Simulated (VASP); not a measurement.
All values below come from PBE GGA, VASP's PBE PAW potentials (set 64) (plane waves; VASP 6.6.1).

Input for VASP

### KPOINTS
```
Automatic mesh
0
Gamma
11 11 11
0 0 0
```

### POSCAR
```
CoGe
2.8699690
  1.0000000000   0.0000000000   0.0000000000
  0.0000000000   1.0000000000   0.0000000000
  0.0000000000   0.0000000000   1.0000000000
Co Ge
1 1
Cartesian
  0.0000000000   0.0000000000   0.0000000000
  0.5000000000   0.5000000000   0.5000000000
```

INCAR:
```
! general
SYSTEM  = CoGe
PREC    = Accurate
ENCUT   = 400
LREAL   = F   ! projection in real space or not
LASPH   = T   ! aspherical one-centre terms

! electronic loop
EDIFF   = 1E-6   ! SCF stop (eV)
NELM    = 100   ! most electronic steps
ALGO    = Normal   ! blocked Davidson
LMAXMIX = 4   ! l cut-off of mixed one-centre charges

! smearing
ISMEAR  = 1   ! Methfessel-Paxton
SIGMA   = 0.1

! functional
GGA     = PE

! spin
ISPIN   = 2   ! spin-polarised
MAGMOM  = 3.0 0.0
NUPDOWN = 0

! ions
ISIF    = 2   ! forces and stress, cell fixed

! output
LWAVE   = F
LCHARG  = F
LORBIT  = 10
```

POTCAR, in this order: Co Ge_d (PBE.64 set). Program: vasp_std.

Output of the run:

File OSZICAR:
```
       N       E                     dE             d eps       ncg     rms          rms(c)
DAV:   1     0.105894388367E+03    0.10589E+03   -0.95442E+03  4138   0.301E+03
DAV:   2    -0.201417669829E+01   -0.10791E+03   -0.10510E+03  3830   0.380E+02
DAV:   3    -0.110531570160E+02   -0.90390E+01   -0.89312E+01  4141   0.973E+01
DAV:   4    -0.112274880183E+02   -0.17433E+00   -0.17420E+00  4398   0.140E+01
DAV:   5    -0.112330351404E+02   -0.55471E-02   -0.55469E-02  4812   0.227E+00    0.179E+01
DAV:   6    -0.145940458429E+02   -0.33610E+01   -0.36994E+01  4183   0.648E+01    0.147E+01
DAV:   7    -0.115247814058E+02    0.30693E+01   -0.13990E+01  3977   0.502E+01    0.276E+00
DAV:   8    -0.115344424479E+02   -0.96610E-02   -0.28194E-01  4163   0.443E+00    0.145E+00
DAV:   9    -0.115254733111E+02    0.89691E-02   -0.13402E-02  5000   0.133E+00    0.554E-01
DAV:  10    -0.115230712813E+02    0.24020E-02   -0.34444E-03  5265   0.790E-01    0.137E-01
DAV:  11    -0.115230167324E+02    0.54549E-04   -0.31768E-04  5699   0.265E-01    0.634E-02
DAV:  12    -0.115229995713E+02    0.17161E-04   -0.57546E-05  5168   0.113E-01    0.316E-02
DAV:  13    -0.115230009604E+02   -0.13891E-05   -0.10101E-05  5030   0.355E-02    0.143E-02
DAV:  14    -0.115229988917E+02    0.20687E-05   -0.61212E-07  2152   0.984E-03    0.340E-03
DAV:  15    -0.115229986472E+02    0.24453E-06   -0.22881E-07  1962   0.736E-03
   1 F= -.11522999E+02 E0= -.11522476E+02  d E =-.156662E-02  mag=     0.0000
```

**OUTCAR**
```
------------------------ aborting loop because EDIFF is reached ----------------------------------------
  FORCE on cell =-STRESS in cart. coord.  units (eV):
  Direction    XX          YY          ZZ          XY          YZ          ZX
  --------------------------------------------------------------------------------------
  Total        1.1481843      1.1481843      1.1481843     -0.0000000     -0.0000000     -0.0000000
  in kB       77.8198803     77.8198803     77.8198803     -0.0000000     -0.0000000     -0.0000000
  external PRESSURE =      77.8198803 kB  Pullay stress =       0.0000000 kB
  volume of cell :       23.64
      direct lattice vectors                 reciprocal lattice vectors
     2.869969000  0.000000000  0.000000000     0.348435819  0.000000000  0.000000000
     0.000000000  2.869969000  0.000000000     0.000000000  0.348435819  0.000000000
     0.000000000  0.000000000  2.869969000     0.000000000  0.000000000  0.348435819
 POSITION                                       TOTAL-FORCE (eV/Angst)
 -----------------------------------------------------------------------------------
      0.00000      0.00000      0.00000         0.000000      0.000000      0.000000
      1.43498      1.43498      1.43498         0.000000      0.000000      0.000000
 -----------------------------------------------------------------------------------
    total drift:                               -0.000000      0.000000      0.000000
  FREE ENERGIE OF THE ION-ELECTRON SYSTEM (eV)
  ---------------------------------------------------
  free  energy   TOTEN  =       -11.5229986472 eV

  energy  without entropy=      -11.5214320320  energy(sigma->0) =      -11.52247644

 total charge

# of ion       s       p       d       tot
------------------------------------------
    1        0.397   0.476   7.570   8.443
    2        1.107   1.225  10.139  12.471
--------------------------------------------------
tot          1.504   1.701  17.709  20.914

 magnetization (x)

# of ion       s       p       d       tot
------------------------------------------
    1       -0.000  -0.000   0.000   0.000
    2        0.000  -0.000  -0.000  -0.000
--------------------------------------------------
tot         -0.000  -0.000   0.000   0.000
```
(Selected blocks of OUTCAR.)

The structure was generated: CoGe was put into the CsCl type (Pm-3m), which need not be its known phase. The cell was not relaxed at this level. The run is one of a series of settings (NUPDOWN = 0 against the base run), some of them coarse on purpose.
